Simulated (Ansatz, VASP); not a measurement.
Ca3SiSe: VASP beside Ansatz

```
Si Se Ca
1.0
     5.86650    0.00000    0.00000
     0.00000    5.86650    0.00000
     0.00000    0.00000    5.86650
Si Se Ca
1 1 3
Direct
  0.00000 0.00000 0.00000
  0.50000 0.50000 0.50000
  0.50000 0.50000 0.00000
  0.50000 0.00000 0.50000
  0.00000 0.50000 0.50000
```

The cell comes from a database or a generator and needn't be the stable form of this composition.

Alike in both runs: task single point; functional PBE; k mesh 4 × 4 × 4; occupations gaussian, width 0.05 eV; no spin polarisation.

|  | VASP | Ansatz |
| --- | --- | --- |
| version | VASP 6.6.1 | Ansatz 0.2.0 |
| potentials or method | VASP PAW PBE potentials, release 64 (Si, Se, Ca_sv) | scalar-relativistic, plane waves, PAW |
| plane-wave cutoff (eV) | 520 | 420 |
| valence electrons in the cell | 40 | 50 |

```tsv
	VASP	Ansatz	Ansatz less VASP
gap on the k mesh at the Fermi level (eV)	none	none	-
pressure (GPa)	-5.1	-5.2	-0.04
```

A gap of «none» marks a metal or a gap that the smearing closes. The functional is the same, so the differences come from potentials, cutoffs and numerics. The two sets of potentials don't hold the same shells in valence.
